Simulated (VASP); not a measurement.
Data:

```yaml
crystal:
  lattice:
    - [3.19681, 0.00000, 0.00000]
    - [0.00000, 3.09254, 0.00000]
    - [0.00000, 0.00000, 3.20341]
  atoms:
    - { symbol: Zn, position: [0.50000, 0.50000, 0.50000] }
    - { symbol: Au, position: [0.02514, 0.00000, 0.00000] }
```

Calculation: PBE GGA, VASP's PBE PAW potentials (set 64) (plane waves; VASP). Settings: 400 eV cut-off, 10×11×10 Γ-centred mesh, first-order Methfessel-Paxton smearing of 0.30 eV, potentials Zn Au.

Task: Which forces act on the atoms, in eV/Å?

Result: 
```tsv
atom	Fx	Fy	Fz
Zn1	0.287	0.000	0.000
Au2	-0.287	0.000	0.000
```

Task: Give the stress tensor in GPa (positive for a compressed cell).

Result: 
```
2.50  0.00  0.00
0.00  3.04  0.00
0.00  0.00  2.74
```
The pressure is its mean diagonal, 2.76 GPa.

The compound is AuZn in the CsCl type structure. The cell was not relaxed at this level, atoms are displaced from their ideal sites. The run is one of a series of settings (SIGMA = 0.3 against the base run), some of them coarse on purpose. The electron count is odd and the run is not spin-polarised, which forces a metal.
